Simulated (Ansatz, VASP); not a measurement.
**HfN: VASP beside Ansatz**

One calculation is typed for both programs; each brings its own data sets. How far apart do they land? The cell is taken from a series of runs on this material, whose earlier steps may have relaxed, scaled, displaced or heated it; both programs get it as it stands.

Calculated with Ansatz 0.2.0; plane waves, with VASP 6.6.1 beside it; zone-centre phonons at PBEsol.

**1. Starting point**

Symmetry: Fm-3m, No. 225, cubic system. The conventional cell has a = 4.346 Å, b = 4.346 Å, c = 4.346 Å, α = 90.00°, β = 90.00°, γ = 90.00°. Nearest to N lie 6 Hf at 2.17 Å. Hf has 6 N at 2.17 Å nearest. Farther neighbours and most contacts between anions are not listed.

**2. VASP: zone-centre phonons, PBEsol, pair 1**

Second derivatives magnify differences that forces hide, and they need a tight electronic threshold.

Lines of VASP's logs that name or quote its potential files are left out, and so is its time.

File INCAR:

```
SYSTEM = HfN
PREC = Accurate
ENCUT = 600
EDIFF = 1E-08
NELM = 120
ISMEAR = 1
SIGMA = 0.2
LREAL = .FALSE.
ALGO = Normal
GGA = PS
NBANDS = 13
LASPH = .TRUE.
LORBIT = 11
LWAVE = .FALSE.
LCHARG = .FALSE.
ISIF = 2
IBRION = 8
GGA_COMPAT = .FALSE.
KPAR = 2
```

File POSCAR:

```
HfN
1.0
    0.0000000000      2.1731375001      2.1731375001
    2.1731375001      0.0000000000      2.1731375001
    2.1731375001      2.1731375001      0.0000000000
N Hf
1 1
Direct
    0.5000000000      0.5000000000      0.5000000000
    0.0000000000      0.0000000000      0.0000000000
```

File KPOINTS:

```
Automatic mesh
0
Gamma
16 16 16
0 0 0
```

Potentials, in the order of the species: N and Hf_pv (PBE family, release 64).

On the command line:

```sh
mpirun -np 2 vasp_std
```

Numbers of over 12 decimals in the logs are rounded to 6 here.

The log of the run:

```text
[banner, memory and clock lines left out]
running    2 mpi-ranks, on    1 nodes
 distrk:  each k-point on    1 cores,    2 groups
 distr:  one band on    1 cores,    1 groups

 POSCAR found type information on POSCAR N Hf
 POSCAR found :  2 types and       2 ions
|                                                                             |
|               ----> ADVICE to this user running VASP <----                  |
|                                                                             |
|     You enforced a specific xc type in the INCAR file but a different       |
|     [... a line on the potential file left out ...]
|     I HOPE YOU KNOW WHAT YOU ARE DOING!                                     |
|                                                                             |

 LDA part: xc-table for (Slater+PW92), standard interpolation
 POSCAR, INCAR and KPOINTS ok, starting setup
 FFT: planning ... GRIDC
 FFT: planning ... GRID_SOFT
 FFT: planning ... GRID
 WAVECAR not read
 entering main loop
       N       E                     dE             d eps       ncg     rms          rms(c)
DAV:   1     0.440269858420E+02    0.44027E+02   -0.87696E+03  3770   0.124E+03
DAV:   2    -0.232937176281E+02   -0.67321E+02   -0.63028E+02  4849   0.276E+02
DAV:   3    -0.255213947293E+02   -0.22277E+01   -0.22091E+01  4563   0.425E+01
DAV:   4    -0.255313371807E+02   -0.99425E-02   -0.99308E-02  4230   0.307E+00
DAV:   5    -0.255314068682E+02   -0.69687E-04   -0.69685E-04  4551   0.222E-01    0.634E+01
DAV:   6    -0.228471002112E+02    0.26843E+01   -0.78237E+00  4486   0.242E+01    0.502E+01
DAV:   7    -0.228017581203E+02    0.45342E-01   -0.46634E-01  4115   0.621E+00    0.273E+01
DAV:   8    -0.227858642890E+02    0.15894E-01   -0.50223E-02  4610   0.209E+00    0.470E+00
DAV:   9    -0.227826917459E+02    0.31725E-02   -0.14340E-02  4415   0.942E-01    0.205E+00
DAV:  10    -0.227823679414E+02    0.32380E-03   -0.18893E-03  4457   0.416E-01    0.445E-01
DAV:  11    -0.227823275160E+02    0.40425E-04   -0.13043E-04  4386   0.123E-01    0.708E-02
DAV:  12    -0.227823263597E+02    0.11563E-05   -0.93498E-06  4709   0.274E-02    0.225E-02
DAV:  13    -0.227823259626E+02    0.39715E-06   -0.38461E-07  4549   0.614E-03    0.829E-03
DAV:  14    -0.227823259199E+02    0.42673E-07   -0.19033E-08  4353   0.139E-03    0.607E-03
DAV:  15    -0.227823259359E+02   -0.15993E-07   -0.10201E-08  2346   0.105E-03    0.767E-04
DAV:  16    -0.227823259389E+02   -0.29931E-08   -0.17019E-09  1975   0.485E-04
   1 F= -.22782326E+02 E0= -.22782211E+02  d E =-.345519E-03
 Linear response reoptimize wavefunctions to high precision
DAV:   1    -0.227823259383E+02    0.63437E-09   -0.12482E-10  2345   0.119E-04
DAV:   2    -0.227823259382E+02    0.81855E-11   -0.16431E-11  1925   0.450E-05
 Linear response DOF=           2
 Linear response progress:
  Degree of freedom:   1/  2
       N       E                     dE             d eps       ncg     rms          rms(c)
RMM:   1    -0.235013954869E+00   -0.23501E+00    0.15992E-01 20115   0.307E+00
RMM:   2    -0.231566537544E+00    0.34474E-02   -0.39027E-03 14301   0.496E-01    0.754E-01
RMM:   3    -0.232529537341E+00   -0.96300E-03   -0.60653E-04 12819   0.161E-01    0.420E-01
RMM:   4    -0.234171350821E+00   -0.16418E-02   -0.48033E-04 12628   0.145E-01    0.545E-02
RMM:   5    -0.234112723761E+00    0.58627E-04   -0.15594E-05 15309   0.317E-02    0.211E-02
RMM:   6    -0.234070515106E+00    0.42209E-04   -0.77088E-07 15154   0.592E-03    0.134E-02
RMM:   7    -0.234062142408E+00    0.83727E-05   -0.88434E-08 15468   0.212E-03    0.609E-03
RMM:   8    -0.234060243795E+00    0.18986E-05   -0.26994E-09 16396   0.396E-04    0.197E-03
RMM:   9    -0.234061959297E+00   -0.17155E-05   -0.77852E-09 15764   0.178E-04    0.512E-05
RMM:  10    -0.234061870556E+00    0.88741E-07    0.13176E-08 17169   0.272E-05    0.989E-05
RMM:  11    -0.234061798646E+00    0.71909E-07   -0.52751E-09 16189   0.719E-06    0.140E-05
RMM:  12    -0.234061806207E+00   -0.75603E-08   -0.17531E-08 12848   0.166E-06    0.419E-06
 first order change of Fermi-energy   0.60320E-04
 force on displaced ion       1 direction 1 : -17.755   0.000   0.000
 Linear response progress:
  Degree of freedom:   2/  2
       N       E                     dE             d eps       ncg     rms          rms(c)
RMM:   1    -0.205221179119E+00   -0.20522E+00    0.35703E+00 10648   0.114E+01
RMM:   2    -0.200700799570E+00    0.45204E-02   -0.25651E-02 13912   0.120E+00    0.739E-01
RMM:   3    -0.200127902266E+00    0.57290E-03   -0.61680E-04 16672   0.137E-01    0.404E-01
RMM:   4    -0.199562293557E+00    0.56561E-03   -0.82570E-05 18088   0.637E-02    0.148E-01
RMM:   5    -0.199328764095E+00    0.23353E-03   -0.12147E-05 19172   0.237E-02    0.155E-02
RMM:   6    -0.199343587716E+00   -0.14824E-04   -0.24619E-06 17937   0.107E-02    0.114E-02
RMM:   7    -0.199343099822E+00    0.48789E-06   -0.11846E-06 19597   0.210E-03    0.842E-03
RMM:   8    -0.199342223138E+00    0.87668E-06   -0.52519E-06 19780   0.628E-04    0.232E-03
RMM:   9    -0.199342043973E+00    0.17917E-06   -0.44891E-06 19930   0.263E-04    0.314E-04
RMM:  10    -0.199342133651E+00   -0.89679E-07   -0.24695E-06 19874   0.807E-05    0.497E-05
RMM:  11    -0.199342158530E+00   -0.24878E-07   -0.11813E-06 20047   0.306E-05    0.288E-05
RMM:  12    -0.199342171438E+00   -0.12908E-07   -0.60835E-07 18047   0.136E-05    0.238E-05
RMM:  13    -0.199342181296E+00   -0.98579E-08   -0.29052E-07 14950   0.673E-06    0.873E-06
RMM:  14    -0.199342182965E+00   -0.16696E-08   -0.15978E-07 13152   0.383E-06    0.635E-06
RMM:  15    -0.199342186219E+00   -0.32541E-08   -0.76525E-08 12243   0.237E-06    0.430E-06
 first order change of Fermi-energy   0.75699E-04
 force on displaced ion       2 direction 1 : -17.759   0.000   0.000
 Linear response finished
```

From OUTCAR (step 2):

```text
ion  position               nearest neighbor table
   1  0.500  0.500  0.500-   2 2.17   2 2.17   2 2.17   2 2.17   2 2.17   2 2.17
   2  0.000  0.000  0.000-   1 2.17   1 2.17   1 2.17   1 2.17   1 2.17   1 2.17

  LATTYP: Found a face centered cubic cell.
 ALAT       =     4.3462750002

 Subroutine GETGRP returns: Found 48 space group operations
 (whereof 48 operations were pure point group operations)

The static configuration has the point symmetry O_h .

 Found    145 irreducible k-points:

   k-points           NKPTS =    145   k-points in BZ     NKDIM =    145   number of bands    NBANDS=     13

   dimension x,y,z NGX =    28 NGY =   28 NGZ =   28
   dimension x,y,z NGXF=    56 NGYF=   56 NGZF=   56

   ENCUT  =  600.0 eV  44.10 Ry    6.64 a.u.   6.14  6.14  6.14*2*pi/ulx,y,z

   NELECT =      15.0000    total number of electrons

 k-points in reciprocal lattice and weights: Automatic mesh
   0.00000000  0.00000000  0.00000000       0.000
   0.06250000  0.00000000  0.00000000       0.002
   0.12500000  0.00000000  0.00000000       0.002
   0.18750000  0.00000000  0.00000000       0.002
   0.25000000  0.00000000  0.00000000       0.002
   0.31250000  0.00000000  0.00000000       0.002
   0.37500000  0.00000000  0.00000000       0.002
   0.43750000  0.00000000  0.00000000       0.002
   0.50000000  0.00000000  0.00000000       0.001
[...]
-0.31250000  0.50000000  0.18750000       0.003
  -0.25000000  0.50000000  0.25000000       0.001

 average (electrostatic) potential at core
       1 -60.6411       2 -32.8676

  Total        4.5045808      4.5045808      4.5045808     -0.0000000      0.0000000      0.0000000
  in kB      351.6198250    351.6198250    351.6198250     -0.0000000      0.0000000      0.0000000
  external PRESSURE =     351.6198250 kB  Pullay stress =       0.0000000 kB

  energy-cutoff  :      600.00
  volume of cell :       20.53
      direct lattice vectors                 reciprocal lattice vectors
     0.000000000  2.173137500  2.173137500    -0.230082082  0.230082082  0.230082082
     2.173137500  0.000000000  2.173137500     0.230082082 -0.230082082  0.230082082
     2.173137500  2.173137500  0.000000000     0.230082082  0.230082082 -0.230082082

 POSITION                                       TOTAL-FORCE (eV/Angst)
 -----------------------------------------------------------------------------------
      2.17314      2.17314      2.17314         0.000000      0.000000     -0.000000
      0.00000      0.00000      0.00000         0.000000      0.000000      0.000000
 -----------------------------------------------------------------------------------
    total drift:                                0.000000      0.000000      0.000000

 Eigenvectors and eigenvalues of the dynamical matrix
 ----------------------------------------------------

   1 f  =   18.282628 THz   114.873141 2PiTHz  609.842836 cm-1    75.610841 meV
             X         Y         Z           dx          dy          dz
      2.173138  2.173138  2.173138     0.000000    0.962938    0.000000
      0.000000  0.000000  0.000000     0.000000   -0.269722    0.000000

   2 f  =   18.282628 THz   114.873141 2PiTHz  609.842836 cm-1    75.610841 meV
             X         Y         Z           dx          dy          dz
      2.173138  2.173138  2.173138     0.962938    0.000000    0.000000
      0.000000  0.000000  0.000000    -0.269722    0.000000    0.000000

   3 f  =   18.282628 THz   114.873141 2PiTHz  609.842836 cm-1    75.610841 meV
             X         Y         Z           dx          dy          dz
      2.173138  2.173138  2.173138     0.000000    0.000000    0.962938
      0.000000  0.000000  0.000000     0.000000    0.000000   -0.269722

   4 f/i=    0.000502 THz     0.003153 2PiTHz    0.016741 cm-1     0.002076 meV
             X         Y         Z           dx          dy          dz
      2.173138  2.173138  2.173138     0.000000   -0.269722    0.000000
      0.000000  0.000000  0.000000     0.000000   -0.962938    0.000000

   5 f/i=    0.000502 THz     0.003153 2PiTHz    0.016741 cm-1     0.002076 meV
             X         Y         Z           dx          dy          dz
      2.173138  2.173138  2.173138    -0.269722    0.000000    0.000000
      0.000000  0.000000  0.000000    -0.962938    0.000000    0.000000

   6 f/i=    0.000502 THz     0.003153 2PiTHz    0.016741 cm-1     0.002076 meV
             X         Y         Z           dx          dy          dz
      2.173138  2.173138  2.173138     0.000000    0.000000   -0.269722
      0.000000  0.000000  0.000000     0.000000    0.000000   -0.962938

 ELASTIC MODULI CONTR FROM IONIC RELAXATION (kBar)
 Direction    XX          YY          ZZ          XY          YZ          ZX
 --------------------------------------------------------------------------------
 XX           0.0000      0.0000      0.0000      0.0000      0.0000      0.0000
 YY           0.0000      0.0000      0.0000      0.0000      0.0000      0.0000
 ZZ           0.0000      0.0000      0.0000      0.0000      0.0000      0.0000
 XY           0.0000      0.0000      0.0000      0.0000      0.0000      0.0000
 YZ           0.0000      0.0000      0.0000      0.0000      0.0000      0.0000
 ZX           0.0000      0.0000      0.0000      0.0000      0.0000      0.0000
 --------------------------------------------------------------------------------
```

**3. Ansatz: zone-centre phonons, PBEsol, pair 1**

Ansatz runs on its PAW soft_1 files.

The same cell, functional, mesh and smearing now go to Ansatz, which takes its cutoff from its data sets.

File input.yaml:

```yaml
crystal:
  lattice:
    - [0.0, 2.1731375001, 2.1731375001]
    - [2.1731375001, 0.0, 2.1731375001]
    - [2.1731375001, 2.1731375001, 0.0]
  atoms:
    - { symbol: "N", position: [0.5, 0.5, 0.5] }
    - { symbol: Hf, position: [0.0, 0.0, 0.0] }
kpoints:
  mp_grid: { grid: [16, 16, 16] }
hamiltonian:
  xc: pbesol
  pseudopotentials: { kind: paw, azcp: { folder: soft_1 }, xc_functional: pbe }
scf:
  occupations: { method: methfessel_paxton, width: 0.2 }
output:
  eigenvalues: true
phonons:
  method: dfpt
```

On the command line:

```sh
ansatz run input.yaml --threads 4 --pin off --max-ram 10240MiB --backend cpu --events-out ev --progress --plain --runs-dir out
```

The log of the run:

```text
Engine: ansatz 0.2.0, x86_64-unknown-linux-gnu
Pseudopotentials: kind: paw
Pseudopotential: N, paw, valence charge 5, recommended cutoff 420 eV (normal), soft_1/N.paw.azcp
Pseudopotential: Hf, paw, valence charge 26, recommended cutoff 420 eV (normal), soft_1/Hf.paw.azcp
Functional definition: PBEsol
  exchange = pbesol_x
  correlation = pbesol_c
Crystal: 2 atoms, lattice volume = 20.525 Å³
Basis set: ecut = 420 eV, 411 PW (Γ), exchange–correlation on 48×48×48 points (8 copies of the dense FFT grid, shifted against one another)
Bands: 20, of which v1, the nominal top of the filled ones, is band 16 counted from 1 (15 counted from 0)
Symmetry: 48 space group operations
k-points: 349 of 4096 (irreducible under 8 space group operations, time reversal used)
Non-local potential: N, projectors of the file, l = 0: 2, l = 1: 2, l = 2: 1
Non-local potential: Hf, projectors of the file, l = 0: 3, l = 1: 2, l = 2: 2, l = 3: 3
PAW form: soft (Blöchl's): semilocal exchange-correlation on the pseudo side does not see the compensation charge
PAW frozen core: N, regenerated for the run's functional, and the local potential with it (the file was generated under x = pbe(κ = 0.804, μ = 0.219515), c = pbe(β = 0.066725))
PAW frozen core: Hf, regenerated for the run's functional, and the local potential with it (the file was generated under x = pbe(κ = 0.804, μ = 0.219515), c = pbe(β = 0.066725))
PAW one-centre angular grid: N, 110 points (default); XC on 64 Gauss nodes
PAW one-centre angular grid: Hf, 590 points (default); XC on 64 Gauss nodes
Initial density: superposition of atomic densities (chi_scale 0.1, normalization cell, long waves kept (reshape's long-wave potential 0.00 eV rms))
Initial wavefunctions: pseudopotential atomic-orbital guess
Functional: x = pbesol(κ = 0.804, μ = 0.123457), c = pbesol(β = 0.046)
SCF iter   1: F=—  HF=-15980.845085 eV  |F-HF|=—  |Δ(HF+E_count)|=         —  Δρ=5.33e-2  dr2=3.99e-1  ethr=3.10e-3  ⟨swp⟩=4.9  Hψ=30508  notcnv=0
preconditioner: auto → Kerker (q_TF=auto, 2.922 Å⁻¹)  [metal: Δε(μ)=0.017 eV  Ē_g=19.559 eV  σ=0.200 eV  W_gap=0.07  n_scr=14 (ndim 8)  ℏωp=44.1 eV  f_vac=0.000  D(μ)=0.51/eV (n_scr^D=0)]
SCF iter   2: F=—  HF=-15980.792126 eV  |F-HF|=—  |Δ(HF+E_count)|=   5.30e-2  S|Δr|=    0.00e0  Δρ=3.03e-2  dr2=8.77e-2  ethr=1.29e-3  ⟨swp⟩=1.8  Hψ=10338  notcnv=0  defer=61
SCF iter   3: F=—  HF=-15980.782500 eV  |F-HF|=—  |Δ(HF+E_count)|=   9.63e-3  S|Δr|=    0.00e0  Δρ=9.18e-3  dr2=1.01e-2  ethr=2.83e-4  ⟨swp⟩=1.1  Hψ=6908  notcnv=0  defer=61
SCF iter   4: F=—  HF=-15980.780985 eV  |F-HF|=—  |Δ(HF+E_count)|=   1.51e-3  S|Δr|=    0.00e0  Δρ=2.30e-3  dr2=7.54e-4  ethr=3.27e-5  ⟨swp⟩=2.0  Hψ=9432  notcnv=0  defer=61
SCF iter   5: F=—  HF=-15980.779880 eV  |F-HF|=—  |Δ(HF+E_count)|=   1.11e-3  S|Δr|=    0.00e0  Δρ=1.33e-3  dr2=2.07e-4  ethr=2.43e-6  ⟨swp⟩=2.3  Hψ=14147  notcnv=0  defer=83
SCF iter   6: F=—  HF=-15980.779941 eV  |F-HF|=—  |Δ(HF+E_count)|=   6.15e-5  S|Δr|=    0.00e0  Δρ=2.63e-4  dr2=8.60e-6  ethr=6.66e-7  ⟨swp⟩=2.0  Hψ=11963  notcnv=0  defer=83
SCF iter   7: F=—  HF=-15980.779934 eV  |F-HF|=—  |Δ(HF+E_count)|=   7.05e-6  S|Δr|=    0.00e0  Δρ=5.98e-5  dr2=5.91e-7  ethr=2.77e-8  ⟨swp⟩=2.0  Hψ=10805  notcnv=0  defer=83
SCF iter   8: F=—  HF=-15980.779934 eV  |F-HF|=—  |Δ(HF+E_count)|=   5.61e-7  S|Δr|=    0.00e0  Δρ=1.76e-5  dr2=5.50e-8  ethr=1.91e-9  ⟨swp⟩=2.0  Hψ=12316  notcnv=0  defer=83
SCF iter   9: F=—  HF=-15980.779934 eV  |F-HF|=—  |Δ(HF+E_count)|=   4.98e-8  S|Δr|=    0.00e0  Δρ=3.12e-6  dr2=1.59e-9  ethr=1.77e-10  ⟨swp⟩=2.6  Hψ=13317  notcnv=0  defer=83
SCF iter  10: F=—  HF=-15980.779934 eV  |F-HF|=—  |Δ(HF+E_count)|=  3.87e-10  S|Δr|=    0.00e0  Δρ=6.53e-7  dr2=5.36e-11  ethr=5.14e-12  ⟨swp⟩=2.1  Hψ=12367  notcnv=0  defer=83
SCF iter  11: F=-15980.779934 eV  HF=-15980.779934 eV  |F-HF|=5.46e-12  |Δ(HF+E_count)|=  1.82e-12  S|Δr|=    0.00e0  Δρ=6.14e-8  dr2=4.65e-13  ethr=1.00e-12  ⟨swp⟩=7.6  Hψ=37447  notcnv=0
SCF 1 converged in 11 iterations: F = -15980.779934 eV  dr2 = 4.65e-13
  greatest PAW one-centre occupation: 0.998 electrons in one spin orbital (limit 2), on the Hf atom at site 1 (counted from 0), in its partial waves of l = 0
DFPT response loops at Γ: preconditioner auto → Kerker (q_TF=auto, 2.922 Å⁻¹) (partly filled bands, converged f_vac=0.000); β = 1.00, the filter's whole step (`scf.mixing.beta` (0.50) is not read by the response loops under this deck's `scf.mixing.preconditioner`; to damp them name `kerker` or `kerker_dos`, under which they read `scf.mixing.beta`, and type it under 1.00, their step now; both keys bind the ground state too); Broyden in place of MSR1
SCF converged after 11 iterations
Stability not checked: this state was not tested for a lower state beside it, because cold or Methfessel-Paxton smearing, or corrected tetrahedra, fill the levels in a way that the test cannot read (fill_not_monotonic; see scf.lower_state_search)
Free energy (F): -15980.779934 eV
Harris-Foulkes:  -15980.779934 eV  (|F-HF|=5.46e-12)
Internal energy: -15980.779350 eV  (E = F + TS)
E sigma→0 (E₀):  -15980.779788 eV
Entropy (-TS):   -0.000583 eV (-0.292 meV/atom)
Fermi energy:    24.762378 eV
--- Per-component energies (eV) ---
  E_band       = 215.579072
  E_kinetic    = 548.970161
  E_local      = -5608.597570  (includes V_loc(G=0)·N_el)
  E_nonlocal   = 104.268965
  E_hartree    = 2798.335186
  E_xc         = -327.958977
  E_vxc        = -335.638716  (∫ρ·V_xc dr)
  E_paw        = -7703.593006  (= ΣΔE_a)
  E_vpaw       = -90.095125  (= ΣTr[D̂ρ^β])
  E_aug_tail   = 0.001014  (compensation charges beyond the density's cutoff)
  E_ewald      = -5793.484278
  E_core_change = 1.279155  (= ΣΔE_core)
  E_smearing   = -0.000583  (= −TS)
  E_closure    = -0.000000  (closes the sum)
  Σ components = -15980.779934   (vs F -15980.779934, Δ=0.00e0)
--- Band table (eV; the first three rows and the last of 349) ---
  k-point 0: bands = [... 12 lower, 21.7979, 21.7979, 21.7979, 24.2687, 24.2687, 24.2687, 26.9481, 26.9481]
  k-point 1: bands = [... 12 lower, 21.3507, 21.4979, 21.4979, 24.4313, 24.4313, 24.4319, 27.3189, 27.3189]
  k-point 2: bands = [... 12 lower, 20.3618, 20.8236, 20.8236, 24.7148, 24.8473, 24.8473, 28.2663, 28.2663]
  k-point 348: bands = [... 12 lower, 18.1758, 19.1470, 19.1470, 26.0515, 26.0515, 31.2310, 31.5215, 32.0130]
--- Phonons (Γ-DFPT): 2 representative perturbations + reference, on 349 of 4096 k-points (Σ response iterations 7) ---
  k mesh reduced under 8 symmetry operations, with k and −k counted as one. Each operation leaves every solved perturbation unchanged. A smaller set is not used because it would not reduce the number of displacements times k-points to solve
  ASR residual: 1.432e-5 → 0.000e0 eV/Å²; symmetrization residual: 9.022e-7 eV/Å²
  ASR residual per site (eV/Å²): 1.43e-5 1.27e-5
  Γ frequencies (cm⁻¹): 0.00 0.00 0.00 604.87 604.87 604.87
  non-analytic LO–TO correction: not included (Born effective charges unavailable; polar crystals: no LO–TO splitting at Γ)
```

The column dr2 measures how far the density is from self-consistency, as an energy; F and HF (Harris–Foulkes) agree once it is small.

**4. Side by side**

Known differences besides the potentials themselves: the data sets hold 31 valence electrons in Ansatz (on its PAW soft_1 files) and 15 in VASP; the cutoff is 420 eV in Ansatz and 600 eV in VASP; Ansatz makes its cores anew for this functional, VASP keeps those of its PBE data sets. Total energies have different zeros and are not compared.

Both answers:

```
                  quantity  Ansatz   VASP  difference
optical mode 1 to 3 (cm⁻¹)   604.9  609.8     -0.82 %
```

Modes are paired by rising frequency, not by their patterns, so a pair may set unlike modes beside each other; they are those without the splitting of longitudinal modes.

[end of part 1 of 2]

[Lines on the potential files, build, host, timing and source positions are cut from VASP's logs without a mark.]

[Logs are printed without paths, hosts, clocks, repeated set-up lines and the standing remarks that a program may print on its own settings, such as how far it seeks lower states.]

[Hosts, paths, dates, database ids (printed as entryN), source tags and the programs' standing remarks are cut or masked in the printed files.]
